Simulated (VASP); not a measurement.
Level of theory: r2SCAN meta-GGA, VASP's PBE PAW potentials (set 64) (plane waves; VASP).

Input for VASP

KPOINTS:
```
K-points
0
G
  13 13 13
```

### INCAR
```
IBRION = 2   ! conjugate gradients
ALGO = Normal   ! blocked Davidson
SIGMA = 0.05
LWAVE = .FALSE.
ISIF = 2
NELMIN = 4
LREAL = .FALSE.   ! projection in real space or not
ISMEAR = 0
SYSTEM = LiF
ENCUT = 450
LMIXTAU = .TRUE.
NSW = 20
LASPH = .TRUE.
EDIFF = 1E-5
EDIFFG = -0.03   ! ionic stop
NELM = 100   ! most electronic steps
LCHARG = .FALSE.
METAGGA = R2SCAN
PREC = Normal
```

File POSCAR:
```
LiF
1
   -0.0000000000     1.9895722128     1.9895722128
    1.9895722128    -0.0000000000     1.9895722128
    1.9895722128     1.9895722128    -0.0000000000
Li F
1 1
Direct
  0.0000000000   0.0000000000   0.0000000000
  0.5000000000   0.5000000000   0.5000000000
```

POTCAR, in this order: Li_sv F (PBE.64 set). Program: vasp_std.

The run wrote:

File OSZICAR:
```
       N       E                     dE             d eps       ncg     rms          rms(c)
DAV:   1     0.181741389730E+02    0.18174E+02   -0.54463E+03  1681   0.104E+03
DAV:   2    -0.142811752376E+02   -0.32455E+02   -0.31956E+02  1614   0.193E+02
DAV:   3    -0.149801618340E+02   -0.69899E+00   -0.69724E+00  2146   0.256E+01
DAV:   4    -0.149859189531E+02   -0.57571E-02   -0.57555E-02  2029   0.214E+00
DAV:   5    -0.149859424036E+02   -0.23450E-04   -0.23425E-04  2087   0.899E-02    0.386E+00
DAV:   6    -0.118539204196E+02    0.31320E+01   -0.45614E-01  1985   0.700E+00    0.188E+00
DAV:   7    -0.131074146499E+02   -0.12535E+01   -0.32345E+00  1767   0.160E+01    0.289E+00
DAV:   8    -0.119835427410E+02    0.11239E+01   -0.41170E-01  1631   0.626E+00    0.140E+00
DAV:   9    -0.117562716595E+02    0.22727E+00   -0.46649E-01  1527   0.680E+00    0.950E-01
DAV:  10    -0.119106957446E+02   -0.15442E+00   -0.20606E-01  1512   0.516E+00    0.586E-02
DAV:  11    -0.119153652069E+02   -0.46695E-02   -0.25552E-03  1541   0.741E-01    0.729E-02
DAV:  12    -0.119150798167E+02    0.28539E-03   -0.26551E-03  1581   0.609E-01    0.953E-02
DAV:  13    -0.119159111138E+02   -0.83130E-03   -0.93459E-04  1531   0.374E-01    0.185E-02
DAV:  14    -0.119159070387E+02    0.40751E-05   -0.54795E-05  1621   0.102E-01
   1 F= -.11915907E+02 E0= -.11915907E+02  d E =-.119159E+02
```

OUTCAR:
```
------------------------ aborting loop because EDIFF is reached ----------------------------------------
  FORCE on cell =-STRESS in cart. coord.  units (eV):
  Direction    XX          YY          ZZ          XY          YZ          ZX
  --------------------------------------------------------------------------------------
  Total       -0.3000074     -0.3000074     -0.3000074      0.0000000      0.0000000     -0.0000000
  in kB      -30.5164079    -30.5164079    -30.5164079      0.0000000      0.0000000     -0.0000000
  external PRESSURE =     -30.5164079 kB  Pullay stress =       0.0000000 kB
  volume of cell :       15.75
      direct lattice vectors                 reciprocal lattice vectors
     0.000000000  1.989572213  1.989572213    -0.251310305  0.251310305  0.251310305
     1.989572213  0.000000000  1.989572213     0.251310305 -0.251310305  0.251310305
     1.989572213  1.989572213  0.000000000     0.251310305  0.251310305 -0.251310305
  FREE ENERGIE OF THE ION-ELECTRON SYSTEM (eV)
  ---------------------------------------------------
  free  energy   TOTEN  =       -11.9159070387 eV

  energy  without entropy=      -11.9159070387  energy(sigma->0) =      -11.91590704

 reached required accuracy - stopping structural energy minimisation
```
(Selected blocks of OUTCAR.)

At this cut-off the stress carries a Pulay error, which pulls relaxed volumes low.

The compound is LiF in the rock salt structure. It was relaxed first.
